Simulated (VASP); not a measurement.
An input for Ansatz (written as the equivalent of a VASP run, and not itself run):

Ansatz 0.2 input:
```yaml
crystal:
  lattice:
    - [-1.3901079, 1.3901079, 1.3901079]
    - [1.3901079, -1.3901079, 1.3901079]
    - [1.3901079, 1.3901079, -1.3901079]
  atoms:
    - { symbol: Fe, position: [0.0000000, 0.0000000, 0.0000000], spin: 2.7 }
kpoints:
  mp_grid: { grid: [18, 18, 18] }
hamiltonian:
  xc: r2scan
  pseudopotentials: { kind: paw }
magnetization: { spin_polarized: true }
scf:
  occupations: { method: methfessel_paxton, width: 0.1 }
  max_iter: 100
relax:
  max_steps: 40
  f_tol: 0.02
  cell: { p_target: 20 }
output: { forces: true, stress: true, eigenvalues: true }
```

Problem. Translate this input to VASP (INCAR, KPOINTS, POSCAR, choice of POTCAR).

Solution. One answer among several that fit: 
### INCAR
```
! general
SYSTEM  = Fe
PREC    = Accurate
ENCUT   = 500
LREAL   = F
LASPH   = T   ! aspherical one-centre terms

! electronic loop
EDIFF   = 1E-6   ! SCF stop (eV)
NELM    = 100
ALGO    = Normal
LMAXMIX = 4
LMIXTAU = T

! smearing
ISMEAR  = 1   ! Methfessel-Paxton
SIGMA   = 0.1   ! width (eV)

! functional
METAGGA = R2SCAN

! spin
ISPIN   = 2
MAGMOM  = 2.7

! ions
IBRION  = 2   ! conjugate gradients
NSW     = 40   ! most ionic steps
ISIF    = 3
EDIFFG  = -0.02
PSTRESS = 200   ! kbar

! output
LWAVE   = F
LCHARG  = F
LORBIT  = 10
```

File KPOINTS:
```
Automatic
0
Gamma
 18 18 18
```

File POSCAR:
```
Fe
1.0
 -1.3901079178   1.3901079178   1.3901079178
  1.3901079178  -1.3901079178   1.3901079178
  1.3901079178   1.3901079178  -1.3901079178
Fe
1
Cart
  0.0000000000   0.0000000000   0.0000000000
```

POTCAR, in this order: Fe (PBE.64 set). Program: vasp_std.

What does not carry over: each code has its own PAW files, so the cut-off isn't converted (ENCUT is set for VASP's; basis.ecutwfc is left out, and Ansatz then takes the one that its files recommend); Ansatz stops its SCF on the density residual and VASP on the energy change (EDIFF).

The compound is Fe in the bcc structure. It was relaxed first under an external pressure of 20 GPa.
